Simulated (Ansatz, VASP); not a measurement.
## CsB3N3 in VASP and in Ansatz

```
CELL_PARAMETERS angstrom
4.42465 0.00000 0.00000
-2.21233 3.83186 0.00000
0.00000 0.00000 6.14428
ATOMIC_POSITIONS crystal
Cs 0.00000 0.00000 0.50000
B 0.33333 0.66667 0.00000
B 0.66667 0.33333 0.00000
B 0.00000 0.00000 0.00000
N 0.25876 0.00000 0.00000
N 0.00000 0.25876 0.00000
N 0.74124 0.74124 0.00000
```

Alike in both runs: task single point; functional PBE; k mesh 6 × 6 × 4; occupations gaussian, width 0.1 eV; no spin polarisation.

```csv
,VASP,Ansatz
version,VASP 6.6.1,Ansatz 0.2.0
potentials or method,"VASP PAW PBE potentials, release 64 (Cs_sv, B, N)","scalar-relativistic, plane waves, PAW"
plane-wave cutoff (eV),520,420
valence electrons in the cell,33,33
```

```tsv
	VASP	Ansatz	Ansatz less VASP
gap on the k mesh at the Fermi level (eV)	none	none	-
rms of the force components (eV/Å)	11.966	11.863	-0.1031
```

Atom by atom the forces differ by 0.103 eV/Å (rms over components). A gap of «none» marks a metal or a gap that the smearing closes.

Caveats: forces of over 1 eV/Å show positions far from the minimum, so gaps and moduli don't describe the material at rest. Spin-orbit coupling is left out, which matters for the levels of Cs.
